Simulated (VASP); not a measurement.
Shape and ions are relaxed at each volume.

Here is the system:

```
CELL_PARAMETERS angstrom
      4.87170     0.00000     0.00000
      0.00000     4.87170     0.00000
      0.00000     0.00000     3.30558
ATOMIC_POSITIONS crystal
  Mn 0.00000 0.00000 0.00000
  Mn 0.50000 0.50000 0.50000
  F  0.30313 0.30313 0.00000
  F  0.80313 0.19687 0.50000
  F  0.19687 0.80313 0.50000
  F  0.69687 0.69687 0.00000
```
Starting moments (μB, in the order of the record's atoms Mn Mn F F F F): 4.5 -4.5 0.0 0.0 0.0 0.0.

Level of theory: vdW-DF-cx, VASP's PBE PAW potentials (set 64) (plane waves; VASP). Numerical set-up: 520 eV cut-off, 5×5×7 Γ-centred mesh, Gaussian smearing of 0.050 eV, potentials Mn_pv F.

Question: Give the energy at these volumes per atom, relative to the lowest: 12.23, 12.62, 13.01, 13.40, 13.79 Å³.

Answer: 17.2, 4.6, 0.0, 2.0, 9.7 meV/atom. A third-order Birch-Murnaghan fit gives B0 = 88.7 GPa and B0′ = 5.0.

The compound is MnF2 in the rutile structure. It was relaxed first.
